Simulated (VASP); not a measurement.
A VASP calculation is set up with these files.

### KPOINTS
```
Automatic
0
gamma
  15 15 15
```

POSCAR:
```
TiN
2.9530350
  0.0000000000   0.7071066655   0.7071066655
  0.7071066655   0.0000000000   0.7071066655
  0.7071066655   0.7071066655   0.0000000000
Ti N
1 1
Cartesian
  0.0000000000   0.0000000000   0.0000000000
  0.7071066655   0.7071066655   0.7071066655
```

**INCAR**
```
SIGMA  =  0.1   ! width (eV)
PREC  =  Accurate
LMAXMIX  =  4   ! l cut-off of mixed one-centre charges
LASPH  =  .True.
LREAL  =  .False.   ! projection in real space or not
ALGO  =  Normal
SYSTEM  =  TiN
ISIF  =  2   ! forces and stress, cell fixed
ENCUT  =  520   ! plane-wave cut-off (eV)
ISMEAR  =  1   ! Methfessel-Paxton
LWAVE  =  .False.
LCHARG  =  .False.
EDIFF  =  1E-7   ! SCF stop (eV)
NELM  =  100
```

POTCAR, in this order: Ti_sv N (LDA.64 set). Program: vasp_std.

**Question.** Translate this LDA calculation to Quantum ESPRESSO's pw.x.

**Answer.** One equivalent input (not run):
```
&CONTROL
  calculation = 'scf'
  pseudo_dir = './pseudo'
  outdir = './out'
  tprnfor = .true.
  tstress = .true.
/
&SYSTEM
  ibrav = 0
  nat = 2
  ntyp = 2
  ecutwfc = 84
  occupations = 'smearing'
  smearing = 'methfessel-paxton'
  degauss = 0.00735
  input_dft = 'pz'
/
&ELECTRONS
  conv_thr = 7.3e-09
  electron_maxstep = 100
/
ATOMIC_SPECIES
  Ti 47.867 Ti.upf
  N 14.007 N.upf
CELL_PARAMETERS angstrom
     0.0000000    2.0881107    2.0881107
     2.0881107    0.0000000    2.0881107
     2.0881107    2.0881107    0.0000000
ATOMIC_POSITIONS crystal
  Ti   0.0000000  0.0000000  0.0000000
  N    0.5000000  0.5000000  0.5000000
K_POINTS automatic
  15 15 15 0 0 0
```
Limits of the translation: the potentials are each code's own (VASP's PAW set, PseudoDojo norm-conserving files in pw.x), so ENCUT and ecutwfc are chosen apart and not converted; conv_thr bounds pw.x's estimated SCF error, while EDIFF bounds the energy change between steps.

The compound is TiN in the rock salt structure. It was relaxed first.
